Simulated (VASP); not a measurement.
A convergence study with VASP on GaN (zinc blende): one setting is varied, all else stays as given below, so the limit is that of these other settings.

```
GaN
1.0
    0.00000     2.26000     2.26000
    2.26000     0.00000     2.26000
    2.26000     2.26000     0.00000
Ga N
1 1
Direct
  0.00000   0.00000   0.00000
  0.25000   0.25000   0.25000
```

Level of theory: PBEsol GGA, VASP's PBE PAW potentials (set 64) (plane waves; VASP 6.6.1). The tightest run used: 700 eV cut-off, 15×15×15 Monkhorst-Pack mesh, Gaussian smearing of 0.050 eV, potentials Ga_d N.

```tsv
setting	E (eV/atom)	pressure (GPa)	irreducible k-points
1×1×1 mesh	1.6990	55.43	1
2×2×2 mesh	-6.5301	-2.88	2
3×3×3 mesh	-6.4097	-2.71	4
```

### Question
These are the cheaper rows. Estimate the results at 15×15×15 mesh, and how far the last row shown lies from them.

### Answer

```
quantity        tightest run  last row shown is off by
--------------  ------------  ------------------------
E (eV/atom)          -6.5626                    0.1529
pressure (GPa)         -3.00                      0.29
```

Left out are rungs that failed or repeat a setting and relaxations that didn't move; long series are thinned to 24 rows.

The compound is GaN in the zinc blende structure, a metastable form; wurtzite is the usual one. The cell was not relaxed at this level.
